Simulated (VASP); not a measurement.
# Driving VASP from ASE on LaAl, part 4 of 4

Do ASE scripts that read LaAl from different structure formats give one answer, and do several routes find one equilibrium volume? All runs use LDA. Left out of this account: 1 further run (self-consistent run: a reference on another mesh). The start is a computed cell from the Materials Project.

VASP 6.6.1; LDA; plane waves and PAW (La, Al).

So far. Step 3 (A single point (LDA, through ASE), try 2): The energy lies -5.17 meV an atom from the first script, since this cell and mesh sample the zone at other points. Step 4 (Relaxing cell and atoms (LDA, through ASE)): It ends with a largest force of 0.008 eV/Å and a pressure of -0.02 GPa.

## Step 5: Energy against volume, from ASE (LDA)

An ASE loop scales the volume and fits the energies, which gives the bulk modulus from energies alone.

Contents of run.py:

```python
import numpy as np
from ase.calculators.vasp import Vasp
from ase.io import read
from ase.eos import EquationOfState
from ase.units import GPa

atoms = read('LaAl.cif')

calc = Vasp(
    xc='lda',
    pp='LDA',
    prec='Accurate',
    encut=400,
    ediff=1e-06,
    nelm=100,
    ismear=-1,
    sigma=0.05,
    lreal=False,
    algo='Normal',
    nbands=36,
    lasph=True,
    lorbit=11,
    lwave=False,
    lcharg=False,
    kpar=8,
    isif=2,
    pp_version='64',
    setups={'La': '', 'Al': ''},
    kpts=(5, 5, 5),
    gamma=True,
    txt='vasp.out',
)
atoms.calc = calc

cell, volumes, energies = atoms.get_cell(), [], []
for x in [0.94, 0.96, 0.98, 1.0, 1.02, 1.04, 1.06]:
    atoms.set_cell(cell * x ** (1 / 3), scale_atoms=True)
    volumes.append(atoms.get_volume())
    energies.append(atoms.get_potential_energy())
    print(f"{x:.2f}  V = {volumes[-1]:.4f} A^3  E = {energies[-1]:.6f} eV")
v0, e0, b0 = EquationOfState(volumes, energies, eos="birchmurnaghan").fit()
print(f"V0 = {v0:.4f} A^3  E0 = {e0:.6f} eV  B0 = {b0 / GPa:.2f} GPa")
```

Contents of LaAl.cif:

```cif
data_LaAl
_cell_length_a 6.13319368
_cell_length_b 6.13319368
_cell_length_c 5.74227809
_cell_angle_alpha 90.00000000
_cell_angle_beta 90.00000000
_cell_angle_gamma 78.90603298
_space_group_name_H-M_alt 'P1'
_space_group_name_Hall 'P 1'
_space_group_IT_number 1
loop_
_space_group_symop_operation_xyz
'x,y,z'
loop_
_atom_site_label
_atom_site_type_symbol
_atom_site_symmetry_multiplicity
_atom_site_Wyckoff_symbol
_atom_site_fract_x
_atom_site_fract_y
_atom_site_fract_z
_atom_site_occupancy
La1 La 1 a 0.4868990900 0.1583260200 0.7500000000 1
La2 La 1 a 0.5131009100 0.8416739800 0.2500000000 1
La3 La 1 a 0.8416739800 0.5131009100 0.7500000000 1
La4 La 1 a 0.1583260200 0.4868990900 0.2500000000 1
Al1 Al 1 a 0.3016847500 0.6983152500 0.7500000000 1
Al2 Al 1 a 0.6983152500 0.3016847500 0.2500000000 1
Al3 Al 1 a 0.0000000000 0.0000000000 0.5000000000 1
Al4 Al 1 a 0.0000000000 0.0000000000 0.0000000000 1
```

The projector-augmented-wave data sets are La and Al (LDA family, release 64).

Command:

```console
$ export ASE_VASP_COMMAND="mpirun -np 8 vasp_std"
$ python run.py
```

Output:

```text
<dir> UserWarning: The minimum volume of your fit is not in your volumes.  You may not have a minimum in your dataset!
  warnings.warn(
0.94  V = 199.2475 A^3  E = -42.314245 eV
0.96  V = 203.4868 A^3  E = -42.289486 eV
0.98  V = 207.7262 A^3  E = -42.234257 eV
1.00  V = 211.9655 A^3  E = -42.151506 eV
1.02  V = 216.2048 A^3  E = -42.043857 eV
1.04  V = 220.4441 A^3  E = -41.913720 eV
1.06  V = 224.6834 A^3  E = -41.763248 eV
V0 = 198.1954 A^3  E0 = -42.315301 eV  B0 = 61.06 GPa
```

Wall time 3 min (8 MPI ranks of Intel Xeon Platinum 8488C (Sapphire Rapids), shared host); peak memory 2.5 GiB; 23 min of CPU time.

ASE turned this into the INCAR:

```
ENCUT = 400.000000
SIGMA = 0.050000
EDIFF = 1.00e-06
ALGO = Normal
PREC = Accurate
ISIF = 2
ISMEAR = -1
KPAR = 8
LORBIT = 11
NBANDS = 36
NELM = 100
LASPH = .TRUE.
LCHARG = .FALSE.
LWAVE = .FALSE.
LREAL = .FALSE.
```

ASE turned this into the KPOINTS:

```
KPOINTS created by Atomic Simulation Environment
0
Gamma
5 5 5
0 0 0
```

VASP's own log, vasp.out (the last of its runs):

```text
[banner, memory and clock lines left out]
running    8 mpi-ranks, on    1 nodes
 distrk:  each k-point on    1 cores,    8 groups
 distr:  one band on    1 cores,    1 groups

 POSCAR found type information on POSCAR LaAl
 POSCAR found :  2 types and       8 ions
 [... a notice as in an earlier step ...]

 LDA part: xc-table for (Slater(with rela. corr.)+CA(PZ))
 , standard interpolation
 POSCAR, INCAR and KPOINTS ok, starting setup
 FFT: planning ... GRIDC
 FFT: planning ... GRID_SOFT
 FFT: planning ... GRID
 WAVECAR not read
 WARNING: random wavefunctions but no delay for mixing, default for NELMDL
 entering main loop
       N       E                     dE             d eps       ncg     rms          rms(c)
DAV:   1     0.608872748242E+03    0.60887E+03   -0.16114E+04  1952   0.156E+03
DAV:   2     0.808540184087E+02   -0.52802E+03   -0.51676E+03  3112   0.370E+02
DAV:   3    -0.286452577732E+02   -0.10950E+03   -0.10799E+03  3304   0.230E+02
DAV:   4    -0.400955667885E+02   -0.11450E+02   -0.11227E+02  3776   0.785E+01
DAV:   5    -0.417447210138E+02   -0.16492E+01   -0.16322E+01  3880   0.289E+01    0.597E+00
DAV:   6    -0.418163443212E+02   -0.71623E-01   -0.32178E+00  3808   0.112E+01    0.305E+00
DAV:   7    -0.417830127590E+02    0.33332E-01   -0.62758E-01  3776   0.624E+00    0.812E-01
DAV:   8    -0.417840630790E+02   -0.10503E-02   -0.11067E-01  3720   0.227E+00    0.280E-01
DAV:   9    -0.417852935474E+02   -0.12305E-02   -0.19121E-02  3832   0.112E+00    0.197E-01
DAV:  10    -0.417855986640E+02   -0.30512E-03   -0.37880E-03  3664   0.451E-01    0.542E-02
DAV:  11    -0.417856240424E+02   -0.25378E-04   -0.67286E-04  3392   0.215E-01    0.117E-02
DAV:  12    -0.417856356939E+02   -0.11651E-04   -0.12312E-04  3616   0.754E-02    0.866E-03
DAV:  13    -0.417856372832E+02   -0.15893E-05   -0.19070E-05  2568   0.325E-02    0.278E-03
DAV:  14    -0.417856376508E+02   -0.36768E-06   -0.39965E-06  2392   0.167E-02
   1 F= -.41785638E+02 E0= -.41763248E+02  d E =-.447803E-01
```

From OUTCAR (step 5):

```text
   ENCUT  =  400.0 eV  29.40 Ry    5.42 a.u.  10.20 10.20  9.55*2*pi/ulx,y,z

   NELECT =      56.0000    total number of electrons

 E-fermi :   7.0429

 k-point     1 :       0.0000    0.0000    0.0000
  band No.  band energies     occupation
    ...
     25       5.8245      2.00000
     26       6.1209      2.00000
     27       6.1424      2.00000
     28       6.4829      1.99997
     29       6.5847      1.99979
     30       7.8160      0.00000
     31       8.0838      0.00000
     32       8.1087      0.00000
     33       8.2746      0.00000
     34       8.3330      0.00000
    ...

  Total       -8.8182956     -8.8276176     -7.7411182      0.0237708     -0.0000000     -0.0000000
  in kB      -62.8816989    -62.9481730    -55.2005384      0.1695052     -0.0000000     -0.0000000
  external PRESSURE =     -60.3434701 kB  Pullay stress =       0.0000000 kB

 POSITION                                       TOTAL-FORCE (eV/Angst)
 -----------------------------------------------------------------------------------
      3.23533      0.97159      4.39118         0.018375      0.004820      0.000000
      4.22144      5.16504      1.46373        -0.018375     -0.004820      0.000000
      5.88080      3.14871      4.39118        -0.008266     -0.017104     -0.000000
      1.57597      2.98792      1.46373         0.008266      0.017104      0.000000
      2.72685      4.28530      4.39118         0.024157     -0.029354      0.000000
      4.72992      1.85133      1.46373        -0.024157      0.029354      0.000000
      0.00000      0.00000      2.92745         0.000000      0.000000      0.000000
      0.00000      0.00000      0.00000        -0.000000      0.000000      0.000000
 -----------------------------------------------------------------------------------
    total drift:                                0.000000      0.000000      0.000000

  FREE ENERGIE OF THE ION-ELECTRON SYSTEM (eV)
  ---------------------------------------------------
  free  energy   TOTEN  =       -41.7856376508 eV

  energy  without entropy=      -41.7408573668  energy(sigma->0) =      -41.76324751

[... 3 parts as in an earlier step ...]

[... 13 further parts left out ...]
```

The minimum lies outside the volumes of the loop, so the fit is an extrapolation and is not used; the loop should be centred on a relaxed cell.

## Step 6: Relaxation driven by ASE (LDA)

Here ASE drives the relaxation and calls VASP for forces and stress at each step.

Contents of run.py:

```python
import numpy as np
from ase.calculators.vasp import Vasp
from ase import Atoms
from ase.optimize import BFGS
from ase.filters import FrechetCellFilter

atoms = Atoms(['La', 'La', 'La', 'La', 'Al', 'Al', 'Al', 'Al'],
              cell=[[4.73572047, -3.89730886, 0.0], [4.73572047, 3.89730886, 0.0], [0.0, 0.0, 5.74227809]],
              scaled_positions=[[0.48689909, 0.15832602, 0.75], [0.51310091, 0.84167398, 0.25], [0.84167398, 0.51310091, 0.75], [0.15832602, 0.48689909, 0.25], [0.30168475, 0.69831525, 0.75], [0.69831525, 0.30168475, 0.25], [0.0, 0.0, 0.5], [0.0, 0.0, 0.0]],
              pbc=True)

calc = Vasp(
    xc='lda',
    pp='LDA',
    prec='Accurate',
    encut=400,
    ediff=1e-06,
    nelm=100,
    ismear=-1,
    sigma=0.05,
    lreal=False,
    algo='Normal',
    nbands=36,
    lasph=True,
    lorbit=11,
    lwave=False,
    lcharg=False,
    kpar=8,
    isif=2,
    pp_version='64',
    setups={'La': '', 'Al': ''},
    kpts=(5, 5, 5),
    gamma=True,
    txt='vasp.out',
)
atoms.calc = calc

BFGS(FrechetCellFilter(atoms)).run(fmax=0.02, steps=30)
print("cell (A, degrees):", np.round(atoms.cell.cellpar(), 4))
print("volume (A^3):", round(atoms.get_volume(), 4))
print("energy (eV):", round(atoms.get_potential_energy(), 6))
print("Fermi level (eV):", round(calc.get_fermi_level(), 4))
print("forces (eV/A):")
print(np.round(atoms.get_forces(), 4))
print("stress (GPa, Voigt, tension positive):", np.round(atoms.get_stress() * 160.21766, 3))
```

Output:

```text
Step     Time          Energy          fmax
BFGS:    0 --:--:--      -42.172196        0.624608
BFGS:    1 --:--:--      -42.187415        0.596434
BFGS:    2 --:--:--      -42.338750        0.075684
BFGS:    3 --:--:--      -42.339832        0.065304
BFGS:    4 --:--:--      -42.340175        0.059703
BFGS:    5 --:--:--      -42.342439        0.058007
BFGS:    6 --:--:--      -42.342980        0.069575
BFGS:    7 --:--:--      -42.343382        0.068992
BFGS:    8 --:--:--      -42.343888        0.067532
BFGS:    9 --:--:--      -42.344703        0.072536
BFGS:   10 --:--:--      -42.345400        0.058026
BFGS:   11 --:--:--      -42.345714        0.036140
BFGS:   12 --:--:--      -42.345821        0.026121
BFGS:   13 --:--:--      -42.345922        0.022804
BFGS:   14 --:--:--      -42.346083        0.024405
BFGS:   15 --:--:--      -42.346245        0.020345
BFGS:   16 --:--:--      -42.346325        0.011942
cell (A, degrees): [ 6.0083  6.0083  5.587  90.     90.     78.5912]
volume (A^3): 197.7073
energy (eV): -42.328191
Fermi level (eV): 8.265
forces (eV/A):
[[-0.0058  0.0058 -0.    ]
 [ 0.0058 -0.0058  0.    ]
 [ 0.0058  0.0058  0.    ]
 [-0.0058 -0.0058 -0.    ]
 [ 0.     -0.0023  0.    ]
 [ 0.      0.0023 -0.    ]
 [ 0.      0.      0.    ]
 [ 0.     -0.      0.    ]]
stress (GPa, Voigt, tension positive): [-0.002  0.077  0.034 -0.    -0.    -0.   ]
```

Elapsed: 7.7 min, on 8 MPI ranks; peak memory 2.2 GiB.

The INCAR that ASE wrote:

```
ENCUT = 400.000000
SIGMA = 0.050000
EDIFF = 1.00e-06
ALGO = Normal
PREC = Accurate
ISIF = 2
ISMEAR = -1
KPAR = 8
LORBIT = 11
NBANDS = 36
NELM = 100
LASPH = .TRUE.
LCHARG = .FALSE.
LWAVE = .FALSE.
LREAL = .FALSE.
```

The KPOINTS that ASE wrote:

```
KPOINTS created by Atomic Simulation Environment
0
Gamma
5 5 5
0 0 0
```

vasp.out (the last of its runs):

```text
[... set-up lines as in an earlier step ...]
 entering main loop
       N       E                     dE             d eps       ncg     rms          rms(c)
DAV:   1     0.609082442006E+03    0.60908E+03   -0.16069E+04  1944   0.162E+03
DAV:   2     0.775665259991E+02   -0.53152E+03   -0.51931E+03  3088   0.384E+02
DAV:   3    -0.298118865777E+02   -0.10738E+03   -0.10589E+03  3376   0.238E+02
DAV:   4    -0.408638017250E+02   -0.11052E+02   -0.10875E+02  3792   0.806E+01
DAV:   5    -0.424280044294E+02   -0.15642E+01   -0.15500E+01  3888   0.284E+01    0.699E+00
DAV:   6    -0.424063128134E+02    0.21692E-01   -0.29902E+00  3808   0.114E+01    0.362E+00
DAV:   7    -0.423450982823E+02    0.61215E-01   -0.61921E-01  3720   0.613E+00    0.899E-01
DAV:   8    -0.423448261487E+02    0.27213E-03   -0.10803E-01  3680   0.232E+00    0.306E-01
DAV:   9    -0.423460436160E+02   -0.12175E-02   -0.18308E-02  3784   0.115E+00    0.211E-01
DAV:  10    -0.423462931665E+02   -0.24955E-03   -0.32617E-03  3600   0.474E-01    0.562E-02
DAV:  11    -0.423463129037E+02   -0.19737E-04   -0.62720E-04  3504   0.205E-01    0.132E-02
DAV:  12    -0.423463227983E+02   -0.98946E-05   -0.10670E-04  3656   0.753E-02    0.618E-03
DAV:  13    -0.423463245452E+02   -0.17468E-05   -0.19306E-05  2576   0.321E-02    0.298E-03
DAV:  14    -0.423463249670E+02   -0.42183E-06   -0.46414E-06  2432   0.169E-02
   1 F= -.42346325E+02 E0= -.42328191E+02  d E =-.362677E-01
```

OUTCAR, selected parts (step 6):

```text
   ENCUT  =  400.0 eV  29.40 Ry    5.42 a.u.   9.80  9.80  9.11*2*pi/ulx,y,z

   NELECT =      56.0000    total number of electrons

 E-fermi :   8.2650

 k-point     1 :       0.0000    0.0000    0.0000
  band No.  band energies     occupation
    ...
     25       6.9369      2.00000
     26       7.0818      2.00000
     27       7.4836      2.00000
     28       7.7379      1.99995
     29       7.8572      1.99943
     30       9.2053      0.00000
     31       9.4536      0.00000
     32       9.5398      0.00000
     33       9.7322      0.00000
     34       9.7567      0.00000
    ...

  Total        0.0023679     -0.0955398     -0.0418993      0.0000000      0.0000000      0.0000000
  in kB        0.0191888     -0.7742339     -0.3395427      0.0000000      0.0000000      0.0000000
  external PRESSURE =      -0.3648626 kB  Pullay stress =       0.0000000 kB

 POSITION                                       TOTAL-FORCE (eV/Angst)
 -----------------------------------------------------------------------------------
      2.98033     -1.28637      4.19026        -0.005785      0.005779     -0.000000
      6.31925      1.28637      1.39675         0.005785     -0.005779      0.000000
      6.31925     -1.28637      4.19026         0.005785      0.005779      0.000000
      2.98033      1.28637      1.39675        -0.005785     -0.005779     -0.000000
      4.64979      1.45257      4.19026         0.000000     -0.002343      0.000000
      4.64979     -1.45257      1.39675         0.000000      0.002343     -0.000000
      0.00000      0.00000      2.79351         0.000000      0.000000      0.000000
      0.00000      0.00000      0.00000         0.000000     -0.000000      0.000000
 -----------------------------------------------------------------------------------
    total drift:                                0.000000     -0.000000     -0.000000

  FREE ENERGIE OF THE ION-ELECTRON SYSTEM (eV)
  ---------------------------------------------------
  free  energy   TOTEN  =       -42.3463249670 eV

  energy  without entropy=      -42.3100572830  energy(sigma->0) =      -42.32819112

[... 4 parts as in an earlier step ...]

[... 12 further parts left out ...]
```

This step gave:

```
optimizer steps   : 16
volume after bfgs : 24.71 Å³/atom
```

## Step 7: The runs together

```
                                                run  atoms   mesh  energy (eV/atom)  pressure (GPa)
                  ASE, structure read from a POSCAR      8  5×5×5          -5.26894          -3.609
ASE, structure read from a CIF with its space group     16  3×3×4          -5.27411          -3.618
```

## Step 8: A single point (LDA, through ASE), changed input

This run is made with a changed input; what comes of it follows.

Changes to run.py since step 6:

```diff
@@ -3,4 +3,3 @@
 from ase import Atoms
-from ase.optimize import BFGS
-from ase.filters import FrechetCellFilter
+from ase.dft.bandgap import bandgap
 
@@ -15,5 +14,5 @@
     prec='Accurate',
-    encut=400,
+    encut=120,
     ediff=1e-06,
-    nelm=100,
+    nelm=87,
     ismear=-1,
@@ -37,5 +36,2 @@
 
-BFGS(FrechetCellFilter(atoms)).run(fmax=0.02, steps=30)
-print("cell (A, degrees):", np.round(atoms.cell.cellpar(), 4))
-print("volume (A^3):", round(atoms.get_volume(), 4))
 print("energy (eV):", round(atoms.get_potential_energy(), 6))
@@ -45 +41,3 @@
 print("stress (GPa, Voigt, tension positive):", np.round(atoms.get_stress() * 160.21766, 3))
+gap, p1, p2 = bandgap(calc, direct=False)
+print("gap on the mesh (eV):", round(gap, 4))
```

Output:

```text
energy (eV): -41.043869
Fermi level (eV): 7.7881
forces (eV/A):
[[-0.0794  0.1196  0.    ]
 [ 0.0794 -0.1196 -0.    ]
 [ 0.0794  0.1196  0.    ]
 [-0.0794 -0.1196 -0.    ]
 [ 0.     -0.0947  0.    ]
 [ 0.      0.0947  0.    ]
 [ 0.     -0.      0.    ]
 [ 0.     -0.      0.    ]]
stress (GPa, Voigt, tension positive): [33.825 33.779 32.799 -0.    -0.    -0.   ]
gap on the mesh (eV): 0.0
```

Run time: 7.2 s. Hardware: 8 MPI ranks; peak memory 1.1 GiB; 42 s of CPU time.

The INCAR that ASE wrote:

```
ENCUT = 120.000000
SIGMA = 0.050000
EDIFF = 1.00e-06
ALGO = Normal
PREC = Accurate
ISIF = 2
ISMEAR = -1
KPAR = 8
LORBIT = 11
NBANDS = 36
NELM = 87
LASPH = .TRUE.
LCHARG = .FALSE.
LWAVE = .FALSE.
LREAL = .FALSE.
```

The KPOINTS that ASE wrote:

```
KPOINTS created by Atomic Simulation Environment
0
Gamma
5 5 5
0 0 0
```

vasp.out:

```text
[... set-up lines as in an earlier step ...]
 entering main loop
       N       E                     dE             d eps       ncg     rms          rms(c)
DAV:   1     0.207848734390E+03    0.20785E+03   -0.10539E+04  2128   0.442E+02
DAV:   2    -0.210771904139E+02   -0.22893E+03   -0.22619E+03  2768   0.184E+02
DAV:   3    -0.413708513338E+02   -0.20294E+02   -0.20179E+02  3032   0.491E+01
DAV:   4    -0.418694403211E+02   -0.49859E+00   -0.49695E+00  2760   0.802E+00
DAV:   5    -0.418785798383E+02   -0.91395E-02   -0.91339E-02  2796   0.105E+00    0.145E+01
DAV:   6    -0.412591881725E+02    0.61939E+00   -0.86620E-01  2224   0.352E+00    0.873E+00
DAV:   7    -0.410707176401E+02    0.18847E+00   -0.83382E-01  2608   0.369E+00    0.671E-01
DAV:   8    -0.410624595275E+02    0.82581E-02   -0.10669E-01  2248   0.992E-01    0.204E-01
DAV:   9    -0.410625946026E+02   -0.13508E-03   -0.45369E-03  2752   0.228E-01    0.713E-02
DAV:  10    -0.410626120521E+02   -0.17450E-04   -0.36635E-04  2484   0.575E-02    0.256E-02
DAV:  11    -0.410626175588E+02   -0.55068E-05   -0.26412E-05  2856   0.159E-02    0.806E-03
DAV:  12    -0.410626165948E+02    0.96405E-06   -0.50236E-06  1848   0.812E-03
   1 F= -.41062617E+02 E0= -.41043869E+02  d E =-.374956E-01
```

From OUTCAR (step 8):

```text
   ENCUT  =  120.0 eV   8.82 Ry    2.97 a.u.   5.48  5.48  5.13*2*pi/ulx,y,z

   NELECT =      56.0000    total number of electrons

 E-fermi :   7.7881

 k-point     1 :       0.0000    0.0000    0.0000
  band No.  band energies     occupation
    ...
     25       6.3763      2.00000
     26       6.7259      2.00000
     27       6.8140      2.00000
     28       7.1392      2.00000
     29       7.2827      1.99992
     30       8.6999      0.00000
     31       9.0803      0.00000
     32       9.1624      0.00000
     33       9.2772      0.00000
     34       9.6399      0.00000
    ...

  Total      -44.7502524    -44.6884791    -43.3923789      0.0000000      0.0000000      0.0000000
  in kB     -338.2524655   -337.7855409   -327.9887448      0.0000000      0.0000000      0.0000000
  external PRESSURE =    -334.6755837 kB  Pullay stress =       0.0000000 kB

 POSITION                                       TOTAL-FORCE (eV/Angst)
 -----------------------------------------------------------------------------------
      3.05561     -1.28055      4.30671        -0.079372      0.119614      0.000000
      6.41584      1.28055      1.43557         0.079372     -0.119614     -0.000000
      6.41584     -1.28055      4.30671         0.079372      0.119614      0.000000
      3.05561      1.28055      1.43557        -0.079372     -0.119614     -0.000000
      4.73572      1.54579      4.30671         0.000000     -0.094725      0.000000
      4.73572     -1.54579      1.43557         0.000000      0.094725      0.000000
      0.00000      0.00000      2.87114         0.000000     -0.000000      0.000000
      0.00000      0.00000      0.00000         0.000000     -0.000000      0.000000
 -----------------------------------------------------------------------------------
    total drift:                                0.000000     -0.000000     -0.000000

  FREE ENERGIE OF THE ION-ELECTRON SYSTEM (eV)
  ---------------------------------------------------
  free  energy   TOTEN  =       -41.0626165948 eV

  energy  without entropy=      -41.0251209509  energy(sigma->0) =      -41.04386877

[... 5 parts as in an earlier step ...]

[... 11 further parts left out ...]
```

The run converged, but on settings that are not sound, so its numbers are not to be trusted.

The fault in the input: cutoff far too low (ENCUT = 120). Raise ENCUT to at least the largest default of the data sets.

## Step 9: Results

```yaml
energy_ase_structure_read_from_a_poscar: -5.26894 eV/atom
energy_ase_structure_read_from_a_cif_with_its_space_group: -5.27411 eV/atom
volume_from_vasp_s_own_relaxation: 24.70 Å³/atom
volume_from_bfgs_in_ase: 24.71 Å³/atom
```

With the structure read from a CIF with its space group, ASE's run differs from the first script by -5.2 meV an atom, on the larger cell and its own mesh. The volume loop around the listed cell missed the minimum and gave no usable fit. The routes to the equilibrium volume agree within 0.06 %. VASP's relaxation keeps the plane waves of its start, while ASE starts VASP afresh at each cell, and a loop at fixed shape can't relax anything but the volume. The k-sampling is coarse for a metal, so the Fermi level, pressures and the shape of the cell carry errors.

[Lines on the potential files, build, host, timing and source positions are cut from VASP's logs without a mark.]

[Logs are printed without paths, hosts, clocks, repeated set-up lines and the standing remarks that a program may print on its own settings, such as how far it seeks lower states.]

[Hosts, paths, dates, database ids (printed as entryN), source tags and the programs' standing remarks are cut or masked in the printed files.]

[A measured line is paired with the nearest computed mode of its activity, which favours agreement.]
